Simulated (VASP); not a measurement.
All values below come from PBE GGA, VASP's PBE PAW potentials (set 64) (plane waves; VASP).

A VASP calculation is set up with these files.

### INCAR
```
LMAXMIX = 4
ISMEAR = 1   ! Methfessel-Paxton
LREAL = .FALSE.   ! projection in real space or not
PREC = Accurate
ALGO = Normal   ! blocked Davidson
SIGMA = 0.1   ! width (eV)
SYSTEM = NiAl
ENCUT = 520
ISIF = 2   ! forces and stress, cell fixed
LWAVE = .FALSE.
LCHARG = .FALSE.
NELM = 100   ! most electronic steps
LASPH = .TRUE.
EDIFF = 1E-6   ! SCF stop (eV)
GGA = PE   ! PBE
```

### KPOINTS
```
Automatic mesh
0
Gamma
11 11 11
0 0 0
```

**POSCAR**
```
NiAl
1
    2.8900000000     0.0000000000     0.0000000000
    0.0000000000     2.8900000000     0.0000000000
    0.0000000000     0.0000000000     2.8900000000
Al Ni
1 1
Direct
  0.5000000000   0.5000000000   0.5000000000
  0.0000000000   0.0000000000   0.0000000000
```

POTCAR, in this order: Al Ni (PBE.64 set). Program: vasp_std.

The run wrote:

**OUTCAR**
```
 ion  position               nearest neighbor table
   1  0.500  0.500  0.500-   2 2.50   2 2.50   2 2.50   2 2.50   2 2.50   2 2.50   2 2.50   2 2.50
  LATTYP: Found a simple cubic cell.
 ALAT       =     2.8900000000
 Subroutine PRICEL returns:
 Original cell was already a primitive cell.
 Subroutine GETGRP returns: Found 48 space group operations
The static configuration has the point symmetry O_h .
The dynamic configuration has the point symmetry O_h .
 Subroutine INISYM returns: Found 48 space group operations
 Subroutine IBZKPT returns following result:
 Found     56 irreducible k-points:

 Following reciprocal coordinates:
            Coordinates               Weight
  0.000000  0.000000  0.000000      1.000000
  0.090909  0.000000  0.000000      6.000000
  0.181818  0.000000  0.000000      6.000000
  0.272727  0.000000  0.000000      6.000000
  0.363636  0.000000  0.000000      6.000000
  0.454545  0.000000  0.000000      6.000000
  0.090909  0.090909  0.000000     12.000000
  0.181818  0.090909  0.000000     24.000000
  0.272727  0.090909  0.000000     24.000000
  0.363636  0.090909  0.000000     24.000000
  0.454545  0.090909  0.000000     24.000000
  0.181818  0.181818  0.000000     12.000000
  0.272727  0.181818  0.000000     24.000000
  0.363636  0.181818  0.000000     24.000000
  0.454545  0.181818  0.000000     24.000000
  0.272727  0.272727  0.000000     12.000000
  0.363636  0.272727  0.000000     24.000000
  0.454545  0.272727  0.000000     24.000000
  0.363636  0.363636  0.000000     12.000000
  0.454545  0.363636  0.000000     24.000000
  0.454545  0.454545  0.000000     12.000000
  0.090909  0.090909  0.090909      8.000000
  0.181818  0.090909  0.090909     24.000000
  0.272727  0.090909  0.090909     24.000000
  0.363636  0.090909  0.090909     24.000000
...
```

**OSZICAR**
```
       N       E                     dE             d eps       ncg     rms          rms(c)
DAV:   1     0.397337933062E+02    0.39734E+02   -0.57397E+03  1136   0.134E+03
DAV:   2    -0.106857948084E+02   -0.50420E+02   -0.48126E+02  1124   0.205E+02
DAV:   3    -0.119361641150E+02   -0.12504E+01   -0.12382E+01  1344   0.421E+01
DAV:   4    -0.119566892409E+02   -0.20525E-01   -0.20513E-01  1254   0.476E+00
DAV:   5    -0.119573372762E+02   -0.64804E-03   -0.64802E-03  1300   0.892E-01    0.118E+01
DAV:   6    -0.138499665148E+02   -0.18926E+01   -0.58252E+01  1246   0.131E+02    0.157E+01
DAV:   7    -0.105555101835E+02    0.32945E+01   -0.16721E+01  1238   0.785E+01    0.112E+00
DAV:   8    -0.105484564632E+02    0.70537E-02   -0.43807E-01  1398   0.844E+00    0.101E+00
DAV:   9    -0.105350835449E+02    0.13373E-01   -0.56453E-02  1308   0.387E+00    0.184E-01
DAV:  10    -0.105347131115E+02    0.37043E-03   -0.15867E-03  1316   0.626E-01    0.746E-02
DAV:  11    -0.105347090204E+02    0.40911E-05   -0.43347E-05  1320   0.675E-02    0.265E-02
DAV:  12    -0.105347070101E+02    0.20103E-05   -0.37199E-06   978   0.355E-02    0.327E-03
DAV:  13    -0.105347065247E+02    0.48548E-06   -0.29493E-07   574   0.578E-03
   1 F= -.10534707E+02 E0= -.10534530E+02  d E =-.531072E-03
```

OUTCAR:
```
------------------------ aborting loop because EDIFF is reached ----------------------------------------
  FORCE on cell =-STRESS in cart. coord.  units (eV):
  Direction    XX          YY          ZZ          XY          YZ          ZX
  --------------------------------------------------------------------------------------
  Total        0.1167342      0.1167342      0.1167342     -0.0000000     -0.0000000      0.0000000
  in kB        7.7484590      7.7484590      7.7484590     -0.0000000     -0.0000000      0.0000000
  external PRESSURE =       7.7484590 kB  Pullay stress =       0.0000000 kB
  volume of cell :       24.14
      direct lattice vectors                 reciprocal lattice vectors
     2.890000000  0.000000000  0.000000000     0.346020761  0.000000000  0.000000000
     0.000000000  2.890000000  0.000000000     0.000000000  0.346020761  0.000000000
     0.000000000  0.000000000  2.890000000     0.000000000  0.000000000  0.346020761
 POSITION                                       TOTAL-FORCE (eV/Angst)
 -----------------------------------------------------------------------------------
      1.44500      1.44500      1.44500         0.000000      0.000000      0.000000
      0.00000      0.00000      0.00000         0.000000      0.000000      0.000000
 -----------------------------------------------------------------------------------
    total drift:                               -0.000000      0.000000      0.000000
  FREE ENERGIE OF THE ION-ELECTRON SYSTEM (eV)
  ---------------------------------------------------
  free  energy   TOTEN  =       -10.5347065247 eV

  energy  without entropy=      -10.5341754531  energy(sigma->0) =      -10.53452950
```
(Selected blocks of OUTCAR.)

The compound is NiAl in the CsCl type structure. The cell was not relaxed at this level. The run is one of a series of settings (ENCUT = 520 against the base run), some of them coarse on purpose. The run is not spin-polarised, so no magnetic state was tried. The electron count is odd and the run is not spin-polarised, which forces a metal.
